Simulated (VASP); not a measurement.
Given:

```xyz
4
Lattice="4.0258 0.0000 0.0000 0.0000 4.0258 0.0000 0.0000 0.0000 4.0258" Properties=species:S:1:pos:R:3 pbc="T T T"
Sc     0.0000     0.0000     0.0000
Al     0.0000     2.0129     2.0129
Al     2.0129     0.0000     2.0129
Al     2.0129     2.0129     0.0000
```

Calculation: PBE GGA, VASP's PBE PAW potentials (set 64) (plane waves; VASP). Run with 300 eV cut-off, 7×7×7 Γ-centred mesh, Fermi-Dirac smearing of 0.14 eV, potentials Sc_sv Al.

At this cut-off the stress carries a Pulay error, which pulls relaxed volumes low. Energy and stress use the plane-wave basis of the starting cell.

The ions, cell shape and volume are relaxed. What does this cell relax into?

```xyz
4
Lattice="4.1042 0.0000 0.0000 0.0000 4.1042 0.0000 0.0000 0.0000 4.1042" Properties=species:S:1:pos:R:3 pbc="T T T"
Sc     0.0000     0.0000     0.0000
Al     0.0000     2.0521     2.0521
Al     2.0521     0.0000     2.0521
Al     2.0521     2.0521     0.0000
```
Space group Pm-3m (221), at a tolerance of 0.03 Å.

How do energy and volume change from the first to the last step?

The energy (σ→0) changes by -15.4 meV/atom and the volume by +6.0 %, in 3 ionic steps.

The structure is a typed Al3Sc crystal. This run relaxes it. Symmetry was kept, so distortions that lower it aren't found. The run is one of a series of settings (EDIFFG = -0.01, IBRION = 2, ISIF = 3, NSW = 50 against the base run), some of them coarse on purpose.
